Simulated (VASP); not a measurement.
Computed with PBE GGA, VASP's PBE PAW potentials (set 64) (plane waves; VASP).

A VASP calculation is set up with these files.

KPOINTS:
```
Automatic mesh
0
Gamma
7 7 2
0 0 0
```

File POSCAR:
```
Ho
1
    3.4441550000     0.0000000000     0.0000000000
   -1.7220780000     2.9827260000     0.0000000000
    0.0000000000     0.0000000000    11.0815930000
Ho
4
Direct
  0.0000000000   0.0000000000   0.0000000000
  0.0000000000   0.0000000000   0.5000000000
  0.3333330000   0.6666670000   0.2500000000
  0.6666670000   0.3333330000   0.7500000000
```

### INCAR
```
ALGO=Normal
EDIFF=1E-6
ENCUT=300
GGA=PE
ISIF=2
ISMEAR=0
ISPIN=2
LASPH=T
LCHARG=F
LMAXMIX=6
LORBIT=11
LREAL=F
LWAVE=F
MAGMOM=4.0 4.0 4.0 4.0
NELM=100
PREC=Accurate
SIGMA=0.272
SYSTEM=Ho
```

POTCAR, in this order: Ho (PBE.64 set). Program: vasp_std.

What VASP printed:

**OSZICAR**
```
       N       E                     dE             d eps       ncg     rms          rms(c)
DAV:   1     0.717761805912E+03    0.71776E+03   -0.18981E+04  4624   0.281E+03
DAV:   2     0.163601301952E+03   -0.55416E+03   -0.48997E+03  4584   0.477E+02
DAV:   3     0.712283324930E+01   -0.15648E+03   -0.14704E+03  3988   0.174E+02
DAV:   4    -0.203458685566E+02   -0.27469E+02   -0.26462E+02  6316   0.664E+01
DAV:   5    -0.235772657842E+02   -0.32314E+01   -0.31166E+01  6908   0.249E+01    0.771E+01
DAV:   6    -0.641699711114E+02   -0.40593E+02   -0.88975E+01  4100   0.145E+02    0.170E+02
DAV:   7    -0.285561532279E+02    0.35614E+02   -0.44438E+01  4188   0.601E+01    0.121E+02
DAV:   8    -0.419454189071E+02   -0.13389E+02   -0.42173E+01  4870   0.395E+01    0.111E+02
DAV:   9    -0.445919960189E+02   -0.26466E+01   -0.64237E+01  4816   0.398E+01    0.105E+02
DAV:  10    -0.429225060695E+02    0.16695E+01   -0.92756E+01  4542   0.408E+01    0.895E+01
DAV:  11    -0.291117303107E+02    0.13811E+02   -0.11208E+01  5300   0.360E+01    0.827E+01
DAV:  12    -0.246987787251E+02    0.44130E+01   -0.22741E+00  6206   0.123E+01    0.613E+01
DAV:  13    -0.248767596874E+02   -0.17798E+00   -0.40214E+00  6292   0.212E+01    0.569E+01
DAV:  14    -0.242654295431E+02    0.61133E+00   -0.15890E+00  6428   0.888E+00    0.349E+01
DAV:  15    -0.257517852119E+02   -0.14864E+01   -0.17716E+00  5708   0.296E+01    0.658E+01
DAV:  16    -0.244477474163E+02    0.13040E+01   -0.13543E+00  6092   0.769E+00    0.329E+01
DAV:  17    -0.249198981885E+02   -0.47215E+00   -0.17655E+00  5932   0.193E+01    0.270E+01
DAV:  18    -0.249577705397E+02   -0.37872E-01   -0.72250E-01  6538   0.979E+00    0.172E+01
DAV:  19    -0.251762104404E+02   -0.21844E+00   -0.19256E-01  6196   0.559E+00    0.143E+01
DAV:  20    -0.252152042582E+02   -0.38994E-01   -0.76594E-02  6690   0.203E+00    0.139E+01
DAV:  21    -0.253881703443E+02   -0.17297E+00   -0.29312E-01  6394   0.469E+00    0.113E+01
DAV:  22    -0.256217153510E+02   -0.23355E+00   -0.20641E-01  5412   0.564E+00    0.834E+00
DAV:  23    -0.256715079636E+02   -0.49793E-01   -0.36412E-02  6008   0.267E+00    0.747E+00
DAV:  24    -0.256847884501E+02   -0.13280E-01   -0.34823E-02  6380   0.275E+00    0.671E+00
DAV:  25    -0.256974596853E+02   -0.12671E-01   -0.74461E-02  6298   0.475E+00    0.422E+00
DAV:  26    -0.257395545688E+02   -0.42095E-01   -0.43067E-02  6554   0.301E+00    0.463E+00
DAV:  27    -0.257434079315E+02   -0.38534E-02   -0.70385E-03  6828   0.110E+00    0.458E+00
DAV:  28    -0.257334514776E+02    0.99565E-02   -0.64262E-03  6320   0.369E-01    0.463E+00
DAV:  29    -0.257275574787E+02    0.58940E-02   -0.23095E-04  7068   0.203E-01    0.461E+00
DAV:  30    -0.257042910246E+02    0.23266E-01   -0.22529E-03  6324   0.142E+00    0.445E+00
DAV:  31    -0.257376189830E+02   -0.33328E-01   -0.30865E-03  5498   0.173E+00    0.432E+00
DAV:  32    -0.257569376399E+02   -0.19319E-01   -0.39906E-03  5138   0.235E+00    0.406E+00
DAV:  33    -0.257875315613E+02   -0.30594E-01   -0.16391E-02  5012   0.555E+00    0.339E+00
DAV:  34    -0.258027233818E+02   -0.15192E-01   -0.26530E-02  5616   0.399E+00    0.355E+00
DAV:  35    -0.258126334284E+02   -0.99100E-02   -0.14751E-02  6210   0.326E+00    0.287E+00
DAV:  36    -0.258222171365E+02   -0.95837E-02   -0.92682E-03  6846   0.142E+00    0.280E+00
DAV:  37    -0.258233142304E+02   -0.10971E-02   -0.31913E-03  6278   0.418E-01    0.287E+00
DAV:  38    -0.258254298394E+02   -0.21156E-02   -0.24392E-03  6146   0.135E+00    0.303E+00
DAV:  39    -0.258348462557E+02   -0.94164E-02   -0.38145E-03  5650   0.218E+00    0.356E+00
DAV:  40    -0.258380572404E+02   -0.32110E-02   -0.16936E-03  6372   0.783E-01    0.383E+00
DAV:  41    -0.258389256813E+02   -0.86844E-03   -0.11172E-03  6010   0.596E-01    0.385E+00
DAV:  42    -0.258387087533E+02    0.21693E-03   -0.14644E-03  6568   0.146E-01    0.384E+00
DAV:  43    -0.258377414577E+02    0.96730E-03   -0.19930E-04  5782   0.212E-01    0.377E+00
DAV:  44    -0.258380417691E+02   -0.30031E-03   -0.11699E-04  6204   0.242E-01    0.380E+00
DAV:  45    -0.258373335385E+02    0.70823E-03   -0.50043E-05  5930   0.119E-01    0.373E+00
DAV:  46    -0.258372539468E+02    0.79592E-04   -0.16604E-05  5758   0.651E-02    0.375E+00
DAV:  47    -0.258370997990E+02    0.15415E-03   -0.39834E-06  3728   0.398E-02    0.378E+00
DAV:  48    -0.258382754001E+02   -0.11756E-02   -0.22170E-04  4960   0.449E-01    0.363E+00
DAV:  49    -0.258387412640E+02   -0.46586E-03   -0.11602E-03  4934   0.967E-01    0.289E+00
DAV:  50    -0.258392016123E+02   -0.46035E-03   -0.75171E-03  5770   0.210E+00    0.218E+00
DAV:  51    -0.258244392468E+02    0.14762E-01   -0.17893E-02  5012   0.379E+00    0.182E+00
DAV:  52    -0.258389314767E+02   -0.14492E-01   -0.31256E-03  5284   0.126E+00    0.140E+00
DAV:  53    -0.258387694948E+02    0.16198E-03   -0.18282E-03  5912   0.851E-01    0.136E+00
DAV:  54    -0.258423125638E+02   -0.35431E-02   -0.86461E-04  5752   0.700E-01    0.132E+00
DAV:  55    -0.258420026359E+02    0.30993E-03   -0.66871E-04  5818   0.562E-01    0.133E+00
DAV:  56    -0.258420428920E+02   -0.40256E-04   -0.34147E-04  5958   0.275E-01    0.123E+00
DAV:  57    -0.258417467431E+02    0.29615E-03   -0.43084E-04  5736   0.515E-01    0.811E-01
DAV:  58    -0.258415911189E+02    0.15562E-03   -0.22161E-04  6310   0.246E-01    0.540E-01
DAV:  59    -0.258412951267E+02    0.29599E-03   -0.10680E-04  6290   0.137E-01    0.453E-01
DAV:  60    -0.258417315515E+02   -0.43642E-03   -0.10306E-04  6444   0.141E-01    0.444E-01
DAV:  61    -0.258413979835E+02    0.33357E-03   -0.16979E-04  5330   0.436E-01    0.260E-01
DAV:  62    -0.258420170603E+02   -0.61908E-03   -0.11572E-04  5874   0.276E-01    0.213E-01
DAV:  63    -0.258422628625E+02   -0.24580E-03   -0.77630E-05  6184   0.198E-01    0.161E-01
DAV:  64    -0.258424460910E+02   -0.18323E-03   -0.63834E-05  5760   0.178E-01    0.808E-02
DAV:  65    -0.258425688955E+02   -0.12280E-03   -0.57026E-05  4990   0.200E-01    0.618E-02
DAV:  66    -0.258426447185E+02   -0.75823E-04   -0.53783E-05  6590   0.140E-01    0.778E-02
DAV:  67    -0.258426797509E+02   -0.35032E-04   -0.19616E-05  5108   0.668E-02    0.727E-02
DAV:  68    -0.258426977537E+02   -0.18003E-04   -0.80423E-06  3986   0.442E-02    0.643E-02
DAV:  69    -0.258427250558E+02   -0.27302E-04   -0.64654E-06  2608   0.633E-02    0.664E-02
DAV:  70    -0.258427753799E+02   -0.50324E-04   -0.42959E-05  5018   0.173E-01    0.674E-02
DAV:  71    -0.258428055050E+02   -0.30125E-04   -0.72595E-05  4542   0.239E-01    0.611E-02
DAV:  72    -0.258428554449E+02   -0.49940E-04   -0.20067E-05  4896   0.986E-02    0.294E-02
DAV:  73    -0.258428616746E+02   -0.62296E-05   -0.44675E-05  4352   0.189E-01    0.383E-02
DAV:  74    -0.258428881880E+02   -0.26513E-04   -0.16368E-05  4290   0.977E-02    0.366E-02
DAV:  75    -0.258429052172E+02   -0.17029E-04   -0.14008E-05  4916   0.345E-02    0.328E-02
DAV:  76    -0.258429109793E+02   -0.57620E-05   -0.89497E-06  4012   0.323E-02    0.218E-02
DAV:  77    -0.258429140448E+02   -0.30655E-05   -0.46754E-06  3792   0.122E-02    0.195E-02
DAV:  78    -0.258429152187E+02   -0.11739E-05   -0.15888E-06  1898   0.352E-02    0.228E-02
DAV:  79    -0.258429162448E+02   -0.10260E-05   -0.30237E-06  1906   0.497E-02    0.183E-02
DAV:  80    -0.258429184924E+02   -0.22477E-05   -0.22136E-06  1902   0.410E-02    0.104E-02
DAV:  81    -0.258429216650E+02   -0.31726E-05   -0.11183E-06  2184   0.118E-02    0.106E-02
DAV:  82    -0.258429220779E+02   -0.41286E-06   -0.31485E-07  1960   0.889E-03
   1 F= -.25842922E+02 E0= -.25542061E+02  d E =-.601721E+00  mag=    14.6327
```

OUTCAR:
```
------------------------ aborting loop because EDIFF is reached ----------------------------------------
  FORCE on cell =-STRESS in cart. coord.  units (eV):
  Direction    XX          YY          ZZ          XY          YZ          ZX
  --------------------------------------------------------------------------------------
  Total        3.6157326      3.6157333      3.9583417     -0.0000006      0.0000000     -0.0000000
  in kB       50.8872105     50.8872199     55.7090333     -0.0000085      0.0000000     -0.0000000
  external PRESSURE =      52.4944879 kB  Pullay stress =       0.0000000 kB
  volume of cell :      113.84
      direct lattice vectors                 reciprocal lattice vectors
     3.444155000  0.000000000  0.000000000     0.290346979  0.167631940  0.000000000
    -1.722078000  2.982726000  0.000000000     0.000000000  0.335263782  0.000000000
     0.000000000  0.000000000 11.081593000     0.000000000  0.000000000  0.090239734
 POSITION                                       TOTAL-FORCE (eV/Angst)
 -----------------------------------------------------------------------------------
      0.00000      0.00000      0.00000         0.000000      0.000000      0.000000
      0.00000      0.00000      5.54080         0.000000      0.000000      0.000000
     -0.00000      1.98848      2.77040        -0.000000      0.000000      0.000000
      1.72208      0.99424      8.31119         0.000000     -0.000000      0.000000
 -----------------------------------------------------------------------------------
    total drift:                                0.000000     -0.000000      0.000000
  FREE ENERGIE OF THE ION-ELECTRON SYSTEM (eV)
  ---------------------------------------------------
  free  energy   TOTEN  =       -25.8429220779 eV

  energy  without entropy=      -25.2412007539  energy(sigma->0) =      -25.54206142

 total charge

# of ion       s       p       d       f       tot
--------------------------------------------------
    1        2.129   5.690   0.475  10.310  18.603
    2        2.129   5.690   0.475  10.310  18.603
    3        2.133   5.689   0.478  10.289  18.589
    4        2.133   5.689   0.478  10.289  18.589
--------------------------------------------------
tot          8.523  22.758   1.906  41.197  74.385

 magnetization (x)

# of ion       s       p       d       f       tot
--------------------------------------------------
    1        0.005  -0.018   0.064   3.458   3.509
    2        0.005  -0.018   0.064   3.458   3.509
    3        0.005  -0.017   0.058   3.492   3.537
    4        0.005  -0.017   0.058   3.492   3.537
--------------------------------------------------
tot          0.019  -0.069   0.243  13.901  14.094
```
(Selected blocks of OUTCAR.)

At this cut-off the stress carries a Pulay error, which pulls relaxed volumes low.

The structure was generated: Ho was put into an ordered model structure, which need not be its known phase. The cell was not relaxed at this level, and its volume differs by -5.9 % from the start's. The k-mesh is coarse (spacing up to 0.30 per Å, 2π included), so the numbers may not be converged in it.
